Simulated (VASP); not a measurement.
A run of VASP 6.6.1:

The input INCAR:

```
  PREC = Accurate
  ENCUT = 600
  EDIFF = 1E-6
  ISMEAR = 1
  SIGMA = 0.1
  LREAL = False
  LASPH = True
  NELM = 80
  ALGO = Normal
  ISIF = 3
  LWAVE = False
  LCHARG = False
  GGA = PE
  IVDW = 12
  IBRION = 2
  NSW = 90
  EDIFFG = -0.01
```

KPOINTS

```
Automatic mesh
0
Gamma
  15 15 7
```

File POSCAR:

```
Hf
1.0
    3.1967000000      0.0000000000      0.0000000000
   -1.5983500000      2.7684234083      0.0000000000
    0.0000000000      0.0000000000      5.0578000000
Hf
2
Direct
    0.3333333333      0.6666666667      0.2500000000
    0.6666666667      0.3333333333      0.7500000000
```

Potentials or basis: VASP PAW PBE potentials, release 64 (Hf_pv).

Run with:

```console
$ cat potpaw_PBE.64/Hf_pv/POTCAR > POTCAR
$ mpirun -np 1 vasp_std > vasp.out
```

Hardware: 1 thread of Intel(R) Xeon(R) Platinum 8488C (Sapphire Rapids), on a shared host.

Problem. Estimate the wall time of this run.

Solution. Run time: 2.2 min on 1 thread of Intel(R) Xeon(R) Platinum 8488C (Sapphire Rapids), with other jobs on the host, peak memory 0.25 GiB. Counts: scf iterations 27, k points 108, ion steps 3.
